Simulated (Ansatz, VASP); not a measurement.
## BiB: VASP beside Ansatz

Aim: how closely do two programs agree when they are given the same cell, functional and k mesh? The cell is invented: As first built, before any earlier steps moved the atoms (in the runner's words): it takes the YAl structure with all of its atoms replaced by other elements, volume scaled by an estimate. It may not be a known or stable phase. The cell is taken from a series of VASP runs on this material, whose earlier steps may have relaxed, scaled or displaced it; both programs get it as it stands.

Method: plane waves, with VASP 6.6.1 beside it; relaxation of cell and atoms at PBE, in Ansatz 0.2.0.

## Step 1: Set-up

The structure is cubic, space group Pm-3m (No. 221). The conventional cell has a = 3.357 Å, b = 3.357 Å, c = 3.357 Å, α = 90.00°, β = 90.00°, γ = 90.00°. Nearest to Bi lie 8 B at 2.91 Å. Nearest to B lie 8 Bi at 2.91 Å. As first built, before any earlier steps moved the atoms (in the runner's words): sites of the YAl structure (space group 221) filled with other elements, volume scaled by an estimate. Farther neighbours are not listed.

## Step 2: VASP: relaxation of cell and atoms, PBE

The relaxed volume is the usual yardstick between codes: its relative difference is about their pressure difference at one cell divided by the bulk modulus.

Lines of VASP's logs that name or quote its potential files are left out, and so is its time.

Input file INCAR:

```
SYSTEM = BiB
PREC = Accurate
ENCUT = 420
EDIFF = 1E-06
NELM = 100
ISMEAR = -1
SIGMA = 0.05
LREAL = .FALSE.
ALGO = Normal
GGA = PE
LORBIT = 11
LWAVE = .FALSE.
LCHARG = .FALSE.
KPAR = 4
IBRION = 2
NSW = 60
ISIF = 3
EDIFFG = -0.01
```

Input file POSCAR:

```
BiB
1.0
    3.3572720241      0.0000000000      0.0000000000
    0.0000000000      3.3572720241      0.0000000000
    0.0000000000      0.0000000000      3.3572720241
Bi B
1 1
Direct
    0.5000000000      0.5000000000      0.5000000000
    0.0000000000      0.0000000000      0.0000000000
```

Input file KPOINTS:

```
Automatic mesh
0
Gamma
7 7 7
0 0 0
```

PAW data sets: Bi_d and B (PBE family, release 64).

Launch:

```console
$ mpirun -np 4 vasp_std
```

Numbers of over 12 decimals in the logs are rounded to 6 here.

Output:

```text
[banner, memory and clock lines left out]
running    4 mpi-ranks, on    1 nodes
 distrk:  each k-point on    1 cores,    4 groups
 distr:  one band on    1 cores,    1 groups

 POSCAR found type information on POSCAR BiB
 POSCAR found :  2 types and       2 ions
 LDA part: xc-table for (Slater+PW92), standard interpolation
 POSCAR, INCAR and KPOINTS ok, starting setup
 FFT: planning ... GRIDC
 FFT: planning ... GRID_SOFT
 FFT: planning ... GRID
 WAVECAR not read
 entering main loop
       N       E                     dE             d eps       ncg     rms          rms(c)
DAV:   1     0.112966417333E+03    0.11297E+03   -0.92478E+03   525   0.144E+03
DAV:   2    -0.848663720372E+00   -0.11382E+03   -0.11134E+03   565   0.344E+02
DAV:   3    -0.749024289721E+01   -0.66416E+01   -0.65594E+01   635   0.867E+01
DAV:   4    -0.765566177693E+01   -0.16542E+00   -0.16505E+00   611   0.141E+01
DAV:   5    -0.766020196730E+01   -0.45402E-02   -0.45400E-02   654   0.217E+00    0.198E+00
DAV:   6    -0.742995137326E+01    0.23025E+00   -0.71558E-01   685   0.649E+00    0.591E-01
DAV:   7    -0.743044117827E+01   -0.48981E-03   -0.60782E-02   558   0.146E+00    0.337E-01
DAV:   8    -0.742956926892E+01    0.87191E-03   -0.35449E-03   555   0.799E-01    0.523E-02
DAV:   9    -0.742943089340E+01    0.13838E-03   -0.48828E-04   641   0.219E-01    0.209E-02
DAV:  10    -0.742943257117E+01   -0.16778E-05   -0.85218E-05   605   0.944E-02    0.756E-03
DAV:  11    -0.742943205548E+01    0.51569E-06   -0.12476E-05   638   0.397E-02    0.276E-03
DAV:  12    -0.742943149533E+01    0.56015E-06   -0.10423E-06   321   0.859E-03
   1 F= -.74294315E+01 E0= -.74213270E+01  d E =-.742943E+01
 curvature:   0.00 expect dE= 0.000E+00 dE for cont linesearch  0.000E+00
 trial: gam= 0.00000 g(F)=  0.000E+00 g(S)=  0.147E-03 ort = 0.000E+00 (trialstep = 0.100E+01)
 search vector abs. value=  0.147E-03
 bond charge predicted
       N       E                     dE             d eps       ncg     rms          rms(c)
DAV:   1    -0.743138458229E+01   -0.19525E-02   -0.54497E-02   605   0.428E+00    0.227E-01
DAV:   2    -0.742977550138E+01    0.16091E-02   -0.31760E-03   635   0.106E+00    0.942E-02
DAV:   3    -0.742948559360E+01    0.28991E-03   -0.12335E-03   740   0.605E-01    0.906E-03
DAV:   4    -0.742948490147E+01    0.69213E-06   -0.17083E-05   545   0.397E-02    0.602E-03
DAV:   5    -0.742948373031E+01    0.11712E-05   -0.10256E-05   588   0.418E-02    0.292E-03
DAV:   6    -0.742948340947E+01    0.32083E-06   -0.62535E-07   275   0.154E-02
   2 F= -.74294834E+01 E0= -.74214769E+01  d E =-.519141E-04
 trial-energy change:   -0.000052  1 .order   -0.000050   -0.000147    0.000047
 step:   0.7576(harm=  0.7576)  dis= 0.00000  next Energy=    -7.429487 (dE=-0.555E-04)
 reached required accuracy - stopping structural energy minimisation
```

Parts of OUTCAR (step 2):

```text
ion  position               nearest neighbor table
   1  0.500  0.500  0.500-   2 2.91   2 2.91   2 2.91   2 2.91   2 2.91   2 2.91   2 2.91   2 2.91

  LATTYP: Found a simple cubic cell.
 ALAT       =     3.3572720241

 Subroutine GETGRP returns: Found 48 space group operations
 (whereof 48 operations were pure point group operations)

The static configuration has the point symmetry O_h .

 Found     20 irreducible k-points:

   k-points           NKPTS =     20   k-points in BZ     NKDIM =     20   number of bands    NBANDS=     13

   dimension x,y,z NGX =    24 NGY =   24 NGZ =   24
   dimension x,y,z NGXF=    48 NGYF=   48 NGZF=   48

   ENCUT  =  420.0 eV  30.87 Ry    5.56 a.u.   5.61  5.61  5.61*2*pi/ulx,y,z

   NELECT =      18.0000    total number of electrons

 k-points in reciprocal lattice and weights: Automatic mesh
   0.00000000  0.00000000  0.00000000       0.003
   0.14285714  0.00000000  0.00000000       0.017
   0.28571429  0.00000000  0.00000000       0.017
   0.42857143  0.00000000  0.00000000       0.017
   0.14285714  0.14285714  0.00000000       0.035
   0.28571429  0.14285714  0.00000000       0.070
   0.42857143  0.14285714  0.00000000       0.070
   0.28571429  0.28571429  0.00000000       0.035
   0.42857143  0.28571429  0.00000000       0.070
[...]
0.42857143  0.42857143  0.28571429       0.070
   0.42857143  0.42857143  0.42857143       0.023

 average (electrostatic) potential at core
       1-103.2727       2 -26.0329

 E-fermi :   8.2270

 k-point     1 :       0.0000    0.0000    0.0000
  band No.  band energies     occupation
    ...
      6      -6.1163      2.00000
      7       5.3380      2.00000
      8       7.2448      2.00000
      9       7.2448      2.00000
     10       7.2448      2.00000
     11      13.6502      0.00000
     12      13.6502      0.00000
     13      15.6022      0.00000

 k-point     2 :       0.1429    0.0000    0.0000
  band No.  band energies     occupation
    ...
      6      -5.8630      2.00000
      7       3.9748      2.00000
      8       7.5314      2.00000
      9       7.5314      2.00000
     10       7.6513      1.99998
     11      13.8462      0.00000
     12      13.9539      0.00000
     13      15.0035      0.00000

 k-point     3 :       0.2857    0.0000    0.0000
  band No.  band energies     occupation
    ...
      3     -15.0684      2.00000
      4     -15.0684      2.00000
      5     -15.0242      2.00000
      6      -5.1386      2.00000
      7       1.6654      2.00000
      8       8.3337      0.21172
      9       8.3568      0.13876
     10       8.3568      0.13876
     11      12.4750      0.00000
     12      13.4788      0.00000
    ...

  Total       -0.0144020     -0.0144020     -0.0144020      0.0000000      0.0000000      0.0000000
  in kB       -0.6077978     -0.6077978     -0.6077978      0.0000000      0.0000000      0.0000000
  external PRESSURE =      -0.6077978 kB  Pullay stress =       0.0000000 kB

  energy-cutoff  :      420.00
  volume of cell :       37.96
      direct lattice vectors                 reciprocal lattice vectors
     3.360917028 -0.000000000  0.000000000     0.297537842  0.000000000  0.000000000
    -0.000000000  3.360917028  0.000000000     0.000000000  0.297537842  0.000000000
    -0.000000000 -0.000000000  3.360917028    -0.000000000 -0.000000000  0.297537842

 POSITION                                       TOTAL-FORCE (eV/Angst)
 -----------------------------------------------------------------------------------
      1.68046      1.68046      1.68046        -0.000000     -0.000000      0.000000
      0.00000      0.00000      0.00000         0.000000      0.000000      0.000000
 -----------------------------------------------------------------------------------
    total drift:                                0.000000     -0.000000     -0.000000

  FREE ENERGIE OF THE ION-ELECTRON SYSTEM (eV)
  ---------------------------------------------------
  free  energy   TOTEN  =        -7.4294834095 eV

  energy  without entropy=       -7.4134704188  energy(sigma->0) =       -7.42147691

 reached required accuracy - stopping structural energy minimisation

 total charge
# of ion       s       p       d       tot
------------------------------------------
    1        1.568   1.198   9.959  12.725
    2        0.825   0.647   0.000   1.472
--------------------------------------------------
tot          2.393   1.845   9.959  14.197

[... 3 further parts left out ...]
```

CONTCAR:

```
BiB
   1.00000000000000
     3.3609170276618272   -0.0000000000000000    0.0000000000000000
    -0.0000000000000000    3.3609170276618272    0.0000000000000000
    -0.0000000000000000   -0.0000000000000000    3.3609170276618272
  Bi              B
     1     1
Direct
     0.5000000000000000    0.5000000000000000    0.5000000000000000
     0.0000000000000000    0.0000000000000000    0.0000000000000000
```

## Step 3: Ansatz: relaxation of cell and atoms, PBE

Ansatz runs on its default PAW (the set named soft_2) files.

The same cell, functional, mesh and smearing now go to Ansatz, which takes its cutoff from its data sets.

Input file input.yaml:

```yaml
crystal:
  lattice:
    - [3.3572720241, 0.0, 0.0]
    - [0.0, 3.3572720241, 0.0]
    - [0.0, 0.0, 3.3572720241]
  atoms:
    - { symbol: Bi, position: [0.5, 0.5, 0.5] }
    - { symbol: B, position: [0.0, 0.0, 0.0] }
hamiltonian:
  xc: pbe
  pseudopotentials: { kind: paw }
kpoints:
  mp_grid: { grid: [7, 7, 7] }
scf:
  occupations: { method: fermi_dirac, width: 0.05 }
relax:
  f_tol: 0.01
  max_steps: 60
  cell: { stress_tol: 0.05 }
output:
  forces: true
  stress: true
  write_density: true
  write_potential: true
  elf: true
  volumetric_format: npy
```

Launch:

```console
$ ansatz run input.yaml --threads 4 --pin off --max-ram 9216MiB --backend cpu --events-out ev --progress --plain --runs-dir out
```

Output:

```text
Engine: ansatz 0.2.0, aarch64-unknown-linux-gnu
Pseudopotentials: kind: paw
Pseudopotential: Bi, paw, valence charge 15, recommended cutoff 420 eV (normal), Bi.paw.azcp
Pseudopotential: B, paw, valence charge 3, recommended cutoff 420 eV (normal), B.paw.azcp
Functional definition: PBE
  parameter kappa = 0.804
  parameter beta = 0.066725
  exchange = pbe_x(kappa = kappa, mu = beta*pi^2/3)
  correlation = pbe_c(beta = beta)
Crystal: 2 atoms, lattice volume = 37.841 Å³
Basis set: ecut = 420 eV, 739 PW (Γ), exchange–correlation on 48×48×48 points (8 copies of the dense FFT grid, shifted against one another)
Bands: 13, of which v1, the nominal top of the filled ones, is band 9 counted from 1 (8 counted from 0)
Symmetry: 48 space group operations
Space group: Pm-3m (ITA 221), of the structure as read, at distance tolerance 3.4e-5 Å
k-points: 20 of 343
Non-local potential: Bi, projectors of the file, l = 0: 2, l = 1: 2, l = 2: 2, l = 3: 2
Non-local potential: B, projectors of the file, l = 0: 2, l = 1: 2, l = 2: 1
PAW form: soft (Blöchl's): semilocal exchange-correlation on the pseudo side does not see the compensation charge
PAW one-centre angular grid: Bi, 590 points (default); XC on 64 Gauss nodes
PAW one-centre angular grid: B, 110 points (default); XC on 64 Gauss nodes
Initial density: superposition of atomic densities (neutral atoms: chi_scale 0, normalization atom), corrected by the library's trained network
Initial wavefunctions: pseudopotential atomic-orbital guess
Functional: x = pbe(κ = 0.804, μ = 0.219515), c = pbe(β = 0.066725)
SCF iter   1: F=—  HF=-12549.303972 eV  |F-HF|=—  |Δ(HF+E_count)|=         —  Δρ=1.32e-3  dr2=5.38e-4  ethr=1.77e-3  ⟨swp⟩=5.2  Hψ=1318  notcnv=0
preconditioner: auto → none  [insulator: Δε(μ)=0.456 eV  Ē_g=18.715 eV  σ=0.050 eV  W_gap=0.64  n_scr=6 (ndim 8)  ℏωp=25.6 eV  f_vac=0.000  D(μ)=1.92/eV (n_scr^D=18)  ε∞_Penn≈2.9]
SCF iter   2: F=—  HF=-12549.303511 eV  |F-HF|=—  |Δ(HF+E_count)|=   4.61e-4  Δρ=7.18e-4  dr2=1.11e-4  ethr=2.99e-6  ⟨swp⟩=2.6  Hψ=640  notcnv=0
SCF iter   3: F=—  HF=-12549.303547 eV  |F-HF|=—  |Δ(HF+E_count)|=   3.59e-5  Δρ=2.84e-4  dr2=1.69e-5  ethr=6.17e-7  ⟨swp⟩=2.0  Hψ=441  notcnv=0
SCF iter   4: F=—  HF=-12549.303567 eV  |F-HF|=—  |Δ(HF+E_count)|=   2.01e-5  Δρ=4.54e-5  dr2=4.13e-7  ethr=9.38e-8  ⟨swp⟩=2.0  Hψ=342  notcnv=0
iter 5 did not close the SCF: its close was put off for the readings that it lacked (scf_convergence_deferred on its scf_iter line)
SCF iter   5: F=-12549.303567 eV  HF=-12549.303567 eV  |F-HF|=5.29e-10  |Δ(HF+E_count)|=   1.17e-7  Δρ=6.18e-6  dr2=5.38e-9  ethr=2.29e-9  ⟨swp⟩=2.0  Hψ=388  notcnv=0
SCF iter   6: F=-12549.303567 eV  HF=-12549.303567 eV  |F-HF|=9.09e-12  |Δ(HF+E_count)|=   4.40e-9  Δρ=3.41e-7  dr2=2.50e-11  ethr=2.99e-11  ⟨swp⟩=6.0  Hψ=1617  notcnv=0
SCF 1 converged in 6 iterations: F = -12549.303567 eV  dr2 = 2.50e-11
  greatest PAW one-centre occupation: 0.988 electrons in one spin orbital (limit 2), on the Bi atom at site 0 (counted from 0), in its partial waves of l = 2
relax step   1: F+E_penalty+E_count = -12549.30356699 eV  Δ(F+E_penalty+E_count) = +0.000e0 eV  max|allowed force component| = 5.276e-30 eV/Å  Δτ_max = 0.0000 Å  P = +0.170 GPa  Ω = 37.841 Å³  (6 SCF iters, dr2 threshold 1.00e-7 eV, accepted)
[...]
relax step   2: F+E_penalty+E_count = -12549.30338500 eV  Δ(F+E_penalty+E_count) = +1.820e-4 eV  max|allowed force component| = 1.159e-29 eV/Å  Δτ_max = 0.0000 Å  P = -0.260 GPa  Ω = 38.077 Å³  energy of the carried Pulay correction = -1.139e-4 eV  (6 SCF iters, rejected (line search))
[...]
relax step   3: F+E_penalty+E_count = -12549.30357092 eV  Δ(F+E_penalty+E_count) = -3.930e-6 eV  max|allowed force component| = 1.676e-29 eV/Å  Δτ_max = 0.0000 Å  P = -0.001 GPa  Ω = 37.934 Å³  energy of the carried Pulay correction = -4.488e-5 eV  (6 SCF iters, accepted)
[...]
relax step   4: F+E_penalty+E_count = -12549.30358509 eV  Δ(F+E_penalty+E_count) = -1.417e-5 eV  max|allowed force component| = 1.670e-29 eV/Å  Δτ_max = 0.0000 Å  P = -0.001 GPa  Ω = 37.934 Å³  stress off target by 5.10e-4 GPa  SCF on the basis re-selected at this cell (its energy is not comparable with the rows above)  (8 SCF iters)
basis re-selected at this cell: Δ(F+E_penalty+E_count) = -1.417e-5 eV, ΔP = +0.000 GPa vs the last step (what re-selecting the basis moved, of the pressure what is left beyond the Pulay correction that the steps carried, after the strain that the cell walked since its last selection, with what the two solves' SCF thresholds leave and, on support functions, any second-order correction that the steps lacked; it is no m [...]
SCF converged after 8 iterations
Free energy (F): -12549.303585 eV
Harris-Foulkes:  -12549.303585 eV  (|F-HF|=3.64e-12)
Internal energy: -12549.287451 eV  (E = F + TS)
E sigma→0 (E₀):  -12549.295518 eV
Entropy (-TS):   -0.016134 eV (-8.067 meV/atom)
Fermi energy:    11.985622 eV
--- Per-component energies (eV) ---
  E_band       = -63.994746
  E_kinetic    = 339.895497
  E_local      = -1418.643758  (includes V_loc(G=0)·N_el)
  E_nonlocal   = 575.975179
  E_hartree    = 453.361446
  E_xc         = -180.934223
  E_vxc        = -179.138566  (∫ρ·V_xc dr)
  E_paw        = -10741.627245  (= ΣΔE_a)
  E_vpaw       = -288.805572  (= ΣTr[D̂ρ^β])
  E_aug_tail   = -0.000418  (compensation charges beyond the density's cutoff)
  E_ewald      = -1577.313928
  E_smearing   = -0.016134  (= −TS)
  E_closure    = -0.000000  (closes the sum)
  Σ components = -12549.303585   (vs F -12549.303585, Δ=0.00e0)
--- Forces (eV/Å), atoms counted from 1 ---
  atom   1  Bi    -0.00000000    -0.00000000     0.00000000
  atom   2  B     -0.00000000     0.00000000     0.00000000
  max |Σ_I F_I| component: 3.39e-29 eV/Å
--- Stress (GPa, compression-positive) ---
       -0.000510       0.000000       0.000000
        0.000000      -0.000510       0.000000
        0.000000       0.000000      -0.000510
  P = ⅓ Tr σ = -0.0005 GPa (-0.005 kbar)
--- Band table (eV; the first three rows and the last of 20) ---
  k-point 0: bands = [... 5 lower, -2.3570, 9.1082, 10.9998, 10.9998, 10.9998, 17.4046, 17.4046, 19.3676]
  k-point 1: bands = [... 5 lower, -2.1032, 7.7377, 11.2865, 11.2865, 11.4123, 17.6005, 17.7139, 18.7679]
  k-point 2: bands = [... 5 lower, -1.3771, 5.4229, 12.0974, 12.1124, 12.1124, 16.2385, 17.2409, 17.2409]
  k-point 19: bands = [... 5 lower, 2.9337, 7.1766, 9.0418, 9.1106, 9.1106, 11.2604, 11.2604, 12.4449]
--- Relaxed structure (3 steps of the walk, 2 accepted, 1 SCFs on fresh bases) ---
  F+E_penalty+E_count = -12549.30358509 eV   max|allowed force component| = 1.670e-29 eV/Å   (the final SCF, on the basis selected at the relaxed cell)
  cell:  # Å, volume = 37.9337 Å³
    - [3.360018, 0, 0.0]
    - [0, 3.360018, 0]
    - [0.0, 0, 3.360018]
  atoms:
    - { symbol: Bi, position: [0.500000, 0.500000, 0.500000] }
    - { symbol: B, position: [0, 0, 0] }
```

Wall time 1.1 s (4 threads of Arm Neoverse V2, shared host); peak memory 0.3 GiB.

## Step 4: Side by side

Known differences besides the potentials themselves: both relaxations stop at a tolerance, which leaves soft axes loose, and VASP keeps its plane-wave basis; VASP leaves aspherical gradient terms in its spheres out (LASPH is not set), Ansatz keeps them; Ansatz adds a Pulay correction to the stress that steers its cell, VASP none. Total energies have different zeros and are not compared.

Both answers:

```tsv
quantity	Ansatz	VASP	difference
volume (Å³)	37.93	37.96	-0.08 %
edge a after relaxation, in the typed setting (Å)	3.360	3.361	-0.03 %
```

The walks stopped with 0.00 GPa left in Ansatz and -0.06 GPa in VASP; each walk ends within a tolerance, so the volume difference is uncertain by about these residues over the bulk modulus, most in soft cells.

## Step 5: Summary of results

```
difference in volume (relaxation of cell and atoms, PBE) : -0.080 %
```

The difference in volume is -0.080 % (relaxation of cell and atoms, PBE), within the 1.2 % picked in this series as the mark of a large difference, as far as the stopping tolerances let one tell. How closely two codes agree says nothing of how well the functional describes the real material.

[Lines on the potential files, build, host, timing and source positions are cut from VASP's logs without a mark.]

[Logs are printed without paths, hosts, clocks, repeated set-up lines and the standing remarks that a program may print on its own settings, such as how far it seeks lower states.]

[Hosts, paths, dates, database ids (printed as entryN), source tags and the programs' standing remarks are cut or masked in the printed files.]
